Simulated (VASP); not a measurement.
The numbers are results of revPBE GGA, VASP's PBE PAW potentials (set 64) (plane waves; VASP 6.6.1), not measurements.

Input for VASP

KPOINTS:
```
Automatic mesh
0
Gamma
  8 8 8
```

**POSCAR**
```
AlNi3
1
    3.5945680000     0.0000000000     0.0000000000
    0.0000000000     3.5945680000     0.0000000000
    0.0000000000     0.0000000000     3.5945680000
Al Ni
1 3
Direct
  0.0000000000   0.0000000000   0.0000000000
  0.0000000000   0.5000000000   0.5000000000
  0.5000000000   0.0000000000   0.5000000000
  0.5000000000   0.5000000000   0.0000000000
```

### INCAR
```
ALGO  =  Normal
EDIFF  =  1E-6
ENCUT  =  150
GGA  =  RE
ISIF  =  2
ISMEAR  =  0
ISPIN  =  2
LASPH  =  .TRUE.
LCHARG  =  .FALSE.
LMAXMIX  =  4
LORBIT  =  11
LREAL  =  .FALSE.
LWAVE  =  .FALSE.
NELM  =  100
PREC  =  Accurate
SIGMA  =  0.136
SYSTEM  =  AlNi3
```

POTCAR, in this order: Al Ni (PBE.64 set). Program: vasp_std. The INCAR's line for the spin-polarised start is left out here.

Q: What will the output report for the number of irreducible k-points (NKPTS), largest plane-wave count, number of space-group operations, FFT grid (NGX, NGY, NGZ)?

A: 
```json
{
  "number of irreducible k-points (NKPTS)": "35",
  "largest_plane_wave_count": "208",
  "number_of_space_group_operations": "48",
  "FFT grid (NGX, NGY, NGZ)": "14 × 14 × 14"
}
```

The structure comes from a computed database's AlNi3 entry; how it stands against other phases isn't given here. The cell was not relaxed at this level. The run is one of a series of settings (ENCUT = 150, ISMEAR = 0, SIGMA = 0.136, KPOINTS 8×8×8 Γ-centred mesh against the base run), some of them coarse on purpose.
